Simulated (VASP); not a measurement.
# Relaxed cell volume of ferromagnetic CrO2 (P4_2/mnm) from LDA to r2SCAN, with and without dispersion terms

The usual rule of thumb says that LDA makes crystals too small, that PBE makes them too large, and that a dispersion term shrinks the cell. CrO2 in the rutile structure puts the rule to the test on a ferromagnetic metal of interest for spin-polarised electrodes. Its volume matters because the Cr–O distances set the width of the d bands and the strength of the magnetic exchange. Cell and atoms are relaxed at each level from ferromagnetic order, without a Hubbard term, and the volume is compared with the diffraction cell of 9.50 Å³ per atom. A negative error means that the calculated cell is too small. The diffraction cell includes zero-point and thermal expansion, so an exact static calculation should give an error of about −0.5 to −2 %, not zero.

## Calculations

The start is the cell of a diffraction database, 9.50 Å³ per atom, whose temperature is that of the entry, mostly ambient. VASP 6.6.1, plane waves with PAW, cutoff 560 eV; cell and atoms fully relaxed at zero pressure at each level, static lattice, collinear spin, no spin-orbit coupling. All ran on Intel(R) Xeon(R) 6975P-C (Granite Rapids), shared with other work, so times are rough. All levels use the PAW data sets made with PBE.

Notes on method and selection:

- The diffraction cell holds zero-point and thermal expansion, typically 0.5 to 2 % in volume at room temperature, which a static relaxation lacks.
- Crystals whose PBE volume lies more than 1.5 % under or 25 % over the diffraction cell, or whose cell differs by over 0.3 % from another measurement, were left out.
- Non-spherical gradient terms in the PAW spheres (LASPH) were on in all rows.
- Runs that did not converge, have known faults or may not be shown are not listed, and runs on Ansatz's PAW sets soft_1 and soft_2 are kept to separate tables.

Columns:

- volume error (%): relaxed volume relative to the diffraction cell.
- volume (Å³/atom): relaxed volume per atom.
- cost per step (core-s): processor time per ionic step of the relaxation.

## Results

| member | volume error (%) | volume (Å³/atom) | cost per step (core-s) |
| --- | --- | --- | --- |
| LDA | −4.80 | 9.046 | 29 |
| AM05 | −2.00 | 9.312 | 42 |
| PBE + D3(BJ) | ? | ? | 41 |
| PBEsol | −2.07 | 9.306 | 35 |
| r2SCAN + rVV10 | −1.17 | 9.391 | 430 |
| PBE | 1.46 | 9.641 | 44 |
| r2SCAN | −0.54 | 9.451 | 170 |
| revPBE + D3(BJ) | 0.45 | 9.545 | 40 |

Cells marked ? are withheld until the estimate has been made.

## What drives the series

The first two parts of the rule hold: LDA lies at −4.80 % and PBE at 1.46 %, a span of 6.26 percentage points. PBEsol and AM05 fall between them, and the 0.07 points that separate these two carry no meaning.

The order of LDA, PBEsol and PBE follows from the exchange energy. For small reduced density gradients $s$ it is enhanced by $F_x \approx 1 + \mu s^2$, with $\mu$ zero in LDA, roughly 0.12 in PBEsol and roughly 0.22 in PBE. Moving atoms apart leaves more of the density in regions of strong gradient, so a larger $\mu$ favours a larger cell. PBEsol covers 2.73 / 6.26 = 0.44 of the way from LDA to PBE, near the ratio of the coefficients, 0.12 / 0.22 = 0.55. Exact agreement is not expected, because the correlation part changes too.

The effect of dispersion at a fixed parent functional is seen in one pair. Adding rVV10 to r2SCAN moves the error from −0.54 to −1.17 %, a contraction of 0.63 points or 0.060 Å³ per atom. The sign is that of an added attraction between ions, and the size is modest because r2SCAN already describes part of the attraction at medium range. The step costs 430 / 170 = 2.5 times as much processor time.

Of the seven levels shown so far, revPBE + D3(BJ) is nearest to the raw diffraction cell, at 0.45 %, and LDA is farthest. Allowing for expansion changes the verdict at the top: both r2SCAN rows then lie inside the expected window, AM05 and PBEsol sit at its lower edge, and revPBE + D3(BJ) is too large by about 1 to 2.5 points. LDA remains the worst level over most of that window; only towards its lower edge, −2 %, does PBE lie farther off. Because crystals with a PBE volume well under experiment were left out of the selection, the positive error of PBE here should not be read as typical of oxides.

## An estimate before looking

Plain estimates from the members shown:

- PBE + D3(BJ), mean of the 7 members shown: −1.24 %, standard deviation 1.9

The mean of the seven members, −1.24 % with a standard deviation of 1.9, mixes functionals with very different exchange and ignores the known parent, PBE at 1.46 %. The closest relative is revPBE + D3(BJ), which has the same form of dispersion term and an exchange functional that differs from PBE in one parameter.

Without dispersion, revPBE generally gives larger cells than PBE. The damping of D3(BJ) is fitted separately for each functional, so the more repulsive parent receives the stronger attraction, and the two corrected functionals should end close together. The estimate therefore takes over the revPBE + D3(BJ) error of 0.45 % without a further shift.

This implies a contraction of PBE by 1.46 − 0.45 = 1.01 points. That is more than the 0.63 points which rVV10 takes from r2SCAN, as it should be for a parent that lacks most of the medium-range attraction.

With a single D3 row to draw on, the route cannot be tried on another member and has no scatter of its own. The error bar is set instead to the one dispersion shift seen at a fixed parent, 0.63 points, as the scale on which two corrected functionals may fail to coincide. Rounded, the estimate is 0.5 ± 0.6 %.

**Committed estimate, PBE + D3(BJ): volume error = 0.5 ± 0.6 %.**

## Check

| member | volume error (%) | volume (Å³/atom) | cost per step (core-s) |
| --- | --- | --- | --- |
| PBE + D3(BJ) | 0.08 | 9.510 | 41 |

| member | estimate | volume error (%) | computed | estimate − computed | miss in error bars |
| --- | --- | --- | --- | --- | --- |
| PBE + D3(BJ) | committed | 0.50 | 0.08 | +0.42 | 0.7 |
| PBE + D3(BJ) | mean | −1.24 | 0.08 | −1.32 |  |

The estimate of 0.5 ± 0.6 % holds: PBE + D3(BJ) comes out at 0.08 %, which is 0.42 points lower and inside the error bar. The mean of the other seven members misses by 1.32 points.

The argument that the two D3-corrected functionals end close together held to 0.45 − 0.08 = 0.37 points. What failed was the assumption that the separately fitted damping removes the whole difference between the parents. The remaining gap has the sign expected from exchange, since revPBE favours larger cells than PBE.

The dispersion term contracts the PBE cell by 1.46 − 0.08 = 1.38 points, against the 1.01 points implied by the estimate. This is 1.38 / 0.63 = 2.2 times the contraction that rVV10 gives r2SCAN. A parent with less medium-range attraction of its own would act in this direction, but the two dispersion models also differ in form, so the ratio does not measure the parents alone.

## Where the trend breaks

LDA stands farthest from the rest. Its error of −4.80 % lies about 3.7 points below the mean of all eight members, roughly −1.1 %, and 2.73 points below the next smallest cell, that of PBEsol. The likeliest reason is the well-known overbinding of LDA, which has no gradient term to favour the more uneven density of a stretched bond.

PBE is the farthest on the other side, 2.5 points above the mean. Its gradient enhancement of exchange is stronger than suits the slowly varying density of many solids, and here no dispersion term offsets it. PBEsol, with the weaker enhancement, gives a cell 3.53 points smaller. Both departures fit the known systematic tendencies of these functionals.

## Time and accuracy

An ionic step takes 29 to 44 core-s with LDA and the gradient-corrected functionals, and differences within that group may be no more than scatter on shared machines. D3(BJ) adds no visible cost to PBE, yet it moves the volume by 1.38 points. r2SCAN needs 170 / 44 = 3.9 times the time of PBE, and with rVV10 the factor is 430 / 44 = 9.8. The extra time buys a volume inside the window expected of a static cell. AM05 and PBEsol reach the lower edge of that window at the price of an ordinary gradient-corrected run, so for the volume alone the gain from r2SCAN is modest.

## Rules of thumb and their limits

For ferromagnetic CrO2 without a Hubbard term, both dispersion terms tested on a fixed parent shrink the cell, by 0.63 and 1.38 points. Taking one D3-corrected functional for the other worked to 0.37 points, against a scatter of 1.9 points about the mean, but this is a single test.

In terms of lengths, a third of the volume error gives the mean error of a cell edge: −4.80 / 3 = −1.6 % for LDA and 1.46 / 3 = 0.5 % for PBE.

PBE + D3(BJ) is nearest to the raw diffraction cell, but thermal and zero-point expansion would still enlarge its static cell by roughly 0.5 to 2 %. A Hubbard term on Cr d would probably also enlarge the cell, because it weakens the covalent Cr–O bond. Either effect can reorder the levels that lie closest to experiment.
